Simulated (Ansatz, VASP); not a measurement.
# Cross-check of SnO2 (Cassiterite) between VASP and Ansatz

Wanted: the spread between two codes on one cell, functional and k mesh. The cell is taken from a series of runs on this material, whose earlier steps may have relaxed, scaled, displaced or heated it; both programs get it as it stands.

Method: plane waves, with VASP 6.6.1 beside it; zone-centre phonons at LDA, in Ansatz 0.2.0.

**1. The structure**

The structure is tetragonal, space group P4_2/mnm (No. 136). Conventional cell: a = 4.724 Å, b = 4.724 Å, c = 3.195 Å, α = 90.00°, β = 90.00°, γ = 90.00°. Sn has 6 O at 2.05 to 2.06 Å nearest. Nearest to O lie 3 Sn at 2.05 to 2.06 Å. Farther neighbours and most contacts between anions are not listed.

Structure file:

```
Sn O
1.0
     4.72418    0.00000    0.00000
     0.00000    4.72418    0.00000
     0.00000    0.00000    3.19541
Sn O
2 4
Direct
  0.00000 0.00000 0.00000
  0.50000 0.50000 0.50000
  0.30621 0.30621 0.00000
  0.19379 0.80621 0.50000
  0.69379 0.69379 0.00000
  0.80621 0.19379 0.50000
```

**2. VASP: zone-centre phonons, LDA**

Second derivatives magnify differences that forces hide, and they need a tight electronic threshold.

Lines of VASP's logs that name or quote its potential files are left out, and so is its time.

Contents of INCAR:

```
SYSTEM = SnO2
PREC = Accurate
ENCUT = 600
EDIFF = 1E-08
NELM = 120
ISMEAR = 0
SIGMA = 0.01
LREAL = .FALSE.
ALGO = Normal
GGA = PW92
NBANDS = 32
LORBIT = 11
LWAVE = .FALSE.
LCHARG = .FALSE.
ISIF = 2
IBRION = 8
LEPSILON = .TRUE.
LASPH = .TRUE.
GGA_COMPAT = .FALSE.
EFERMI = MIDGAP
KPAR = 2
```

Contents of POSCAR:

```
SnO2
1.0
    4.7241812685      0.0000000000      0.0000000000
    0.0000000000      4.7241812685      0.0000000000
    0.0000000000      0.0000000000      3.1954129527
Sn O
2 4
Direct
    0.0000000000      0.0000000000      0.0000000000
    0.5000000000      0.5000000000      0.5000000000
    0.3062148182      0.3062148182      0.0000000000
    0.1937851818      0.8062148182      0.5000000000
    0.6937851818      0.6937851818      0.0000000000
    0.8062148182      0.1937851818      0.5000000000
```

Contents of KPOINTS:

```
Automatic mesh
0
Gamma
6 6 8
0 0 0
```

The projector-augmented-wave data sets are Sn_d and O (LDA family, release 64).

Launch:

```console
$ mpirun -np 2 vasp_std
```

What it wrote:

```text
[banner, memory and clock lines left out]
running    2 mpi-ranks, on    1 nodes
 distrk:  each k-point on    1 cores,    2 groups
 distr:  one band on    1 cores,    1 groups

 POSCAR found type information on POSCAR SnO
 POSCAR found :  2 types and       6 ions
|                                                                             |
|               ----> ADVICE to this user running VASP <----                  |
|                                                                             |
|     You enforced a specific xc type in the INCAR file but a different       |
|     [... a line on the potential file left out ...]
|     I HOPE YOU KNOW WHAT YOU ARE DOING!                                     |
|                                                                             |

 LDA part: xc-table for (Slater(with rela. corr.)+PW92), standard interpolation
 POSCAR, INCAR and KPOINTS ok, starting setup
 FFT: planning ... GRIDC
 FFT: planning ... GRID_SOFT
 FFT: planning ... GRID
 WAVECAR not read
 entering main loop
       N       E                     dE             d eps       ncg     rms          rms(c)
DAV:   1     0.664463258402E+03    0.66446E+03   -0.28795E+04  3512   0.278E+03
DAV:   2     0.560878051727E+02   -0.60838E+03   -0.58240E+03  3504   0.707E+02
DAV:   3    -0.431910939383E+02   -0.99279E+02   -0.97711E+02  3632   0.231E+02
DAV:   4    -0.483685985483E+02   -0.51775E+01   -0.51513E+01  3880   0.572E+01
DAV:   5    -0.485219525813E+02   -0.15335E+00   -0.15330E+00  4032   0.102E+01    0.158E+01
DAV:   6    -0.423900629260E+02    0.61319E+01   -0.22154E+01  5216   0.704E+01    0.617E+00
DAV:   7    -0.424178451499E+02   -0.27782E-01   -0.20234E+00  3640   0.839E+00    0.324E+00
DAV:   8    -0.423405939657E+02    0.77251E-01   -0.28078E-01  5040   0.512E+00    0.729E-01
DAV:   9    -0.423246320608E+02    0.15962E-01   -0.63008E-02  5104   0.373E+00    0.134E-01
DAV:  10    -0.423247700169E+02   -0.13796E-03   -0.44094E-03  4552   0.570E-01    0.466E-02
DAV:  11    -0.423247776009E+02   -0.75841E-05   -0.21161E-04  5072   0.196E-01    0.217E-02
DAV:  12    -0.423247807114E+02   -0.31104E-05   -0.21373E-05  4696   0.455E-02    0.146E-02
DAV:  13    -0.423247769842E+02    0.37272E-05   -0.13580E-05  5080   0.460E-02    0.164E-03
DAV:  14    -0.423247770900E+02   -0.10582E-06   -0.14187E-06  3888   0.943E-03    0.888E-04
DAV:  15    -0.423247770947E+02   -0.46539E-08   -0.60328E-08  4168   0.196E-03
   1 F= -.42324777E+02 E0= -.42324777E+02  d E =0.000000E+00
 Linear response reoptimize wavefunctions to high precision
DAV:   1    -0.423247770919E+02    0.27985E-08   -0.16810E-08  3600   0.158E-03
DAV:   2    -0.423247770919E+02   -0.56389E-10   -0.11871E-09  2424   0.236E-04
DAV:   3    -0.423247770921E+02   -0.12915E-09   -0.17739E-10  2336   0.110E-04
 Linear response G [H, r] |phi>, progress :
  Direction:   1
       N       E                     dE             d eps       ncg     rms
RMM:   1    -0.132325750466E+03   -0.13233E+03    0.14225E+03  3928   0.338E+02
RMM:   2    -0.162595474327E+03   -0.30270E+02   -0.94212E+01  5760   0.688E+01
RMM:   3    -0.164600045967E+03   -0.20046E+01   -0.44427E+00  6032   0.164E+01
RMM:   4    -0.164896686266E+03   -0.29664E+00   -0.12005E-01  6274   0.424E+00
RMM:   5    -0.164954206522E+03   -0.57520E-01   -0.12297E-01  6276   0.146E+00
RMM:   6    -0.164952452145E+03    0.17544E-02   -0.15864E-02  6408   0.533E-01
RMM:   7    -0.164952838485E+03   -0.38634E-03   -0.32106E-03  6402   0.203E-01
RMM:   8    -0.164953011565E+03   -0.17308E-03   -0.74755E-04  6485   0.714E-02
RMM:   9    -0.164952826263E+03    0.18530E-03    0.75462E-04  6548   0.305E-02
RMM:  10    -0.164952940522E+03   -0.11426E-03    0.95423E-04  6598   0.119E-02
RMM:  11    -0.164953090805E+03   -0.15028E-03   -0.14378E-03  6373   0.547E-03
RMM:  12    -0.164952991615E+03    0.99190E-04   -0.17951E-04  6155   0.343E-03
RMM:  13    -0.164954267681E+03   -0.12761E-02   -0.12458E-02  5586   0.256E-03
RMM:  14    -0.164952334499E+03    0.19332E-02    0.75950E-03  5207   0.226E-03
RMM:  15    -0.164953038292E+03   -0.70379E-03   -0.62365E-04  4933   0.216E-03
RMM:  16    -0.164953302389E+03   -0.26410E-03   -0.25924E-03  4736   0.210E-03
RMM:  17    -0.164953132602E+03    0.16979E-03   -0.14816E-03  4624   0.209E-03
 Linear response G [H, r] |phi>, progress :
  Direction:   2
       N       E                     dE             d eps       ncg     rms
 LRF_COMMUTATOR internal error: the vector H(1)-e(1) S(1) |phi(0)> is not orthog
 onal to |phi(0)> (-1.662618315854995E-004,6.953733921143124E-014)
 LRF_COMMUTATOR internal error: the vector H(1)-e(1) S(1) |phi(0)> is not orthog
 onal to |phi(0)> (1.662618886484196E-004,-9.837971908475962E-014)
RMM:   1    -0.131086283256E+03   -0.13109E+03    0.14888E+03  3906   0.343E+02
 LRF_COMMUTATOR internal error: the vector H(1)-e(1) S(1) |phi(0)> is not orthog
[...]
RMM:  12    -0.689406252672E+00   -0.33992E-06   -0.41664E-07  7060   0.212E-04    0.193E-05
RMM:  13    -0.689406238716E+00    0.13956E-07   -0.50823E-07  6429   0.138E-04    0.421E-06
 change of polarisation eV/A/(eV/A) component  1 :     1.320    -0.034    -0.074
 dielectric tensor                  component  1 :     4.350    -0.085    -0.188
 Linear response to external field, progress :
  Direction:   2
[...]
RMM:   2    -0.221372590997E+00   -0.59251E-02   -0.22311E-02 11207   0.108E+00    0.124E-01
RMM:   3    -0.220478730880E+00    0.89386E-03   -0.17842E-03 11959   0.271E-01    0.745E-02
RMM:   4    -0.219466476331E+00    0.10123E-02   -0.51539E-04 12195   0.137E-01    0.212E-02
RMM:   5    -0.219361628822E+00    0.10485E-03   -0.11430E-05 12777   0.380E-02    0.136E-02
RMM:   6    -0.219389863775E+00   -0.28235E-04    0.19447E-06 12540   0.115E-02    0.411E-03
RMM:   7    -0.219405179225E+00   -0.15315E-04   -0.75723E-06 12806   0.362E-03    0.118E-03
RMM:   8    -0.219406973560E+00   -0.17943E-05    0.32700E-06 12944   0.121E-03    0.585E-04
RMM:   9    -0.219410383010E+00   -0.34094E-05    0.34739E-07 12803   0.570E-04    0.830E-05
RMM:  10    -0.219410724848E+00   -0.34184E-06   -0.11542E-06 13025   0.220E-04    0.312E-05
RMM:  11    -0.219410851101E+00   -0.12625E-06    0.19213E-07 13500   0.106E-04    0.753E-06
RMM:  12    -0.219410911800E+00   -0.60699E-07    0.10756E-07 13327   0.680E-05    0.269E-06
RMM:  13    -0.219410920148E+00   -0.83481E-08    0.19057E-08 13613   0.542E-05    0.820E-07
 first order change of Fermi-energy   0.15790E-05
 force on displaced ion       1 direction 1 : -24.533   0.157   0.000
 Born effective charge ion    1 direction 1 :   4.070   0.426   0.000
 Linear response progress:
  Degree of freedom:   2/  4
       N       E                     dE             d eps       ncg     rms          rms(c)
RMM:   1    -0.203766980510E+00   -0.20377E+00    0.21273E+00  5519   0.148E+01
RMM:   2    -0.210771565236E+00   -0.70046E-02   -0.20947E-02  7207   0.101E+00    0.100E-01
RMM:   3    -0.210525097237E+00    0.24647E-03   -0.15403E-03  7776   0.233E-01    0.555E-02
RMM:   4    -0.210124744111E+00    0.40035E-03   -0.48287E-05  8042   0.710E-02    0.236E-02
RMM:   5    -0.210082570552E+00    0.42174E-04   -0.17733E-04  8289   0.240E-02    0.907E-03
RMM:   6    -0.210088109402E+00   -0.55389E-05   -0.73914E-05  8225   0.798E-03    0.102E-03
RMM:   7    -0.210085264107E+00    0.28453E-05    0.12722E-05  8412   0.263E-03    0.217E-04
RMM:   8    -0.210088046972E+00   -0.27829E-05   -0.10115E-06  8324   0.102E-03    0.125E-04
RMM:   9    -0.210088231874E+00   -0.18490E-06    0.79572E-07  8473   0.465E-04    0.523E-05
RMM:  10    -0.210087500110E+00    0.73176E-06    0.41394E-06  8720   0.247E-04    0.383E-05
RMM:  11    -0.210087720347E+00   -0.22024E-06    0.28699E-06  8547   0.155E-04    0.490E-06
RMM:  12    -0.210087802588E+00   -0.82240E-07    0.12627E-06  8952   0.108E-04    0.334E-06
RMM:  13    -0.210087794966E+00    0.76220E-08    0.95748E-07  8720   0.829E-05    0.105E-06
RMM:  14    -0.210087829292E+00   -0.34327E-07    0.32880E-07  8397   0.674E-05    0.910E-07
RMM:  15    -0.210087805127E+00    0.24165E-07    0.34536E-07  8042   0.581E-05    0.390E-07
RMM:  16    -0.210087830902E+00   -0.25775E-07   -0.44566E-08  7024   0.521E-05    0.305E-07
RMM:  17    -0.210087806353E+00    0.24549E-07    0.62781E-08  8132   0.485E-05    0.205E-07
RMM:  18    -0.210087813710E+00   -0.73571E-08   -0.10372E-08  6931   0.457E-05    0.320E-07
 first order change of Fermi-energy  -0.98778E-04
 force on displaced ion       1 direction 3 :  -0.000   0.000 -20.312
 Born effective charge ion    1 direction 3 :   0.000   0.000   4.464
 Linear response progress:
  Degree of freedom:   3/  4
       N       E                     dE             d eps       ncg     rms          rms(c)
RMM:   1    -0.377927206876E+00   -0.37793E+00    0.23409E-01 13053   0.336E+00
RMM:   2    -0.365526073888E+00    0.12401E-01   -0.10244E-02 10283   0.994E-01    0.172E-01
RMM:   3    -0.367362419021E+00   -0.18363E-02   -0.22565E-03 11596   0.300E-01    0.883E-02
RMM:   4    -0.368677957266E+00   -0.13155E-02   -0.73704E-04 11740   0.144E-01    0.245E-02
RMM:   5    -0.368833171152E+00   -0.15521E-03   -0.11384E-05 12013   0.341E-02    0.126E-02
RMM:   6    -0.368857070207E+00   -0.23899E-04   -0.93417E-06 11293   0.134E-02    0.242E-03
RMM:   7    -0.368855827802E+00    0.12424E-05   -0.32441E-06 12111   0.432E-03    0.915E-04
RMM:   8    -0.368852704985E+00    0.31228E-05   -0.17855E-06 11323   0.167E-03    0.365E-04
RMM:   9    -0.368851354007E+00    0.13510E-05    0.50939E-08 12243   0.692E-04    0.145E-04
RMM:  10    -0.368851670813E+00   -0.31681E-06   -0.10996E-07 11903   0.289E-04    0.399E-05
RMM:  11    -0.368851582063E+00    0.88750E-07   -0.52023E-08 12881   0.123E-04    0.107E-05
RMM:  12    -0.368851566839E+00    0.15223E-07   -0.55039E-08 12699   0.700E-05    0.358E-06
RMM:  13    -0.368851583793E+00   -0.16954E-07   -0.15844E-08 13158   0.511E-05    0.110E-06
RMM:  14    -0.368851587678E+00   -0.38849E-08   -0.36530E-08 12579   0.441E-05    0.491E-07
 first order change of Fermi-energy   0.17308E+00
 force on displaced ion       3 direction 1 : -13.697 -10.039   0.000
 Born effective charge ion    3 direction 1 :  -2.036  -0.689   0.000
 Linear response progress:
  Degree of freedom:   4/  4
       N       E                     dE             d eps       ncg     rms          rms(c)
RMM:   1    -0.366112164393E+00   -0.36611E+00    0.25221E-01 11351   0.337E+00
RMM:   2    -0.352220447599E+00    0.13892E-01   -0.82061E-03  9154   0.916E-01    0.167E-01
RMM:   3    -0.354094605294E+00   -0.18742E-02   -0.17155E-03 10390   0.255E-01    0.861E-02
RMM:   4    -0.355653922807E+00   -0.15593E-02   -0.66917E-04 10275   0.135E-01    0.181E-02
RMM:   5    -0.355633066979E+00    0.20856E-04   -0.18112E-05 10817   0.261E-02    0.729E-03
RMM:   6    -0.355580766648E+00    0.52300E-04   -0.19259E-06 10621   0.804E-03    0.123E-03
RMM:   7    -0.355595552874E+00   -0.14786E-04    0.61485E-07 10887   0.229E-03    0.560E-04
RMM:   8    -0.355592055035E+00    0.34978E-05   -0.15077E-07 10924   0.731E-04    0.167E-04
RMM:   9    -0.355590392824E+00    0.16622E-05    0.16295E-07 11070   0.282E-04    0.518E-05
RMM:  10    -0.355590731998E+00   -0.33917E-06   -0.21797E-07 11155   0.114E-04    0.110E-05
RMM:  11    -0.355590643054E+00    0.88945E-07    0.73038E-08 11603   0.638E-05    0.223E-06
RMM:  12    -0.355590671923E+00   -0.28869E-07   -0.22709E-08 11563   0.474E-05    0.944E-07
RMM:  13    -0.355590669020E+00    0.29027E-08    0.28978E-08 10627   0.417E-05    0.235E-07
 first order change of Fermi-energy   0.23084E-03
 force on displaced ion       3 direction 3 :  -0.005  -0.005 -13.292
 Born effective charge ion    3 direction 3 :   0.000   0.000  -2.234
 Born effective charges drift removed
 Linear response finished
```

[end of part 1 of 3]

[Lines on the potential files, build, host, timing and source positions are cut from VASP's logs without a mark.]

[Logs are printed without paths, hosts, clocks, repeated set-up lines and the standing remarks that a program may print on its own settings, such as how far it seeks lower states.]

[Hosts, paths, dates, database ids (printed as entryN), source tags and the programs' standing remarks are cut or masked in the printed files.]
